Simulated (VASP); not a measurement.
Wanted: the native input for a VASP 6.6.1 run.

```yaml
Task: single point
Functional: LDA
Potentials_or_basis: VASP PAW LDA potentials, release 64 (Re)
Cutoff: 520 eV
k_mesh: 18 × 18 × 18
Occupations: fermi-dirac, width 0.08 eV
Spin: no spin polarisation
Dipole_correction: no
Further_INCAR_settings: ALGO = Normal; EDIFF = 1e-07; NBANDS = 10
```

The structure of Re lies in POSCAR:

```
Re
1.0
    0.0000000000      1.9304798512      1.9304798512
    1.9304798512      0.0000000000      1.9304798512
    1.9304798512      1.9304798512      0.0000000000
Re
1
Direct
    0.0000000000      0.0000000000      0.0000000000
```

This isn't the form of Re at room conditions, which is hcp.

These files were run (other wordings do the same):

INCAR

```
SYSTEM = Re
  PREC = Accurate
  ENCUT = 520
  EDIFF = 1E-7
  ISMEAR = -1
  SIGMA = 0.08
  LREAL = .False.
  LASPH = .True.
  NELM = 100
  ALGO = Normal
  ISIF = 2
  LWAVE = .False.
  LCHARG = .False.
  NBANDS = 10
```

KPOINTS

```
Automatic mesh
0
Gamma
  18 18 18
  0 0 0
```

Potentials or basis: VASP PAW LDA potentials, release 64 (Re).

The run is started by

```console
$ cat potpaw_LDA.64/Re/POTCAR > POTCAR
$ mpirun -np 1 vasp_std > vasp.out
```

Results of the run:

| Item | Value |
| --- | --- |
| Pressure | 1.4 GPa |
| Band gap on the k mesh | none (metal or under the smearing width) |

It took 16 s on 1 thread of Intel(R) Xeon(R) Platinum 8559C (Emerald Rapids), with other jobs on the host, peak memory 0.14 GiB.
